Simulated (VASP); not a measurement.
Shape and ions are relaxed at each volume.

Energy against volume of Tl (hcp). These are PBE GGA with D3 dispersion (Becke-Johnson damping), VASP's PBE PAW potentials (set 64) (plane waves; VASP) values and carry that method's errors.

```csv
V (Å³/atom),E (eV/atom)
27.733,-2.53320
28.618,-2.54383
29.503,-2.54800
30.388,-2.54664
31.273,-2.54068
```

### Question
Fit a third-order Birch-Murnaghan equation of state.

### Answer

The volume per atom comes out as 29.71 Å³/atom. The bulk modulus is 31.9 GPa. The pressure derivative of the bulk modulus comes out as 4.65.

Measured: bulk modulus 37.4 GPa at 0 K (computed value off by -14.7 %), as given by K. Lejaeghere et al., Critical reviews in solid state and materials sciences/CRC critical reviews in solid state and materials sciences (2013), arXiv:1204.2733 [extrapolated to 0 K and zero-point effects removed (source: thermally corrected experimental values)].

The compound is Tl in the hcp structure. It was relaxed first.
